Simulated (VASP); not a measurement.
A cell of ZrC (rock salt) near equilibrium:

```
ZrC
1.0
    0.00000     2.33600     2.33600
    2.33600     0.00000     2.33600
    2.33600     2.33600     0.00000
Zr C
1 1
Direct
  0.00000   0.00000   0.00000
  0.50000   0.50000   0.50000
```

Computed with PBEsol GGA, VASP's PBE PAW potentials (set 64) (plane waves; VASP).

| run | ΔE (meV/atom) | σxx | σyy | σzz | largest shear component, with its sign (GPa) | largest force (eV/Å) |
|---|---|---|---|---|---|---|
| as it is | 0.0 | -0.10 | -0.10 | -0.10 | 0.00 | 0.000 |
| after one change | 4.6 | -0.11 | 0.53 | -0.11 | 0.00 | 0.366 |
Stress is in GPa, positive when the cell is compressed.

### Question
What was changed between the two runs?
(A) biaxial strain of -1.0 % in the xz plane
(B) uniaxial strain of +0.5 % along x
(C) atom 1 (Zr) moved by 0.050 Å along y
(D) uniaxial strain of -3.0 % along x

### Answer
C, atom 1 (Zr) moved by 0.050 Å along y

The compound is ZrC in the rock salt structure.
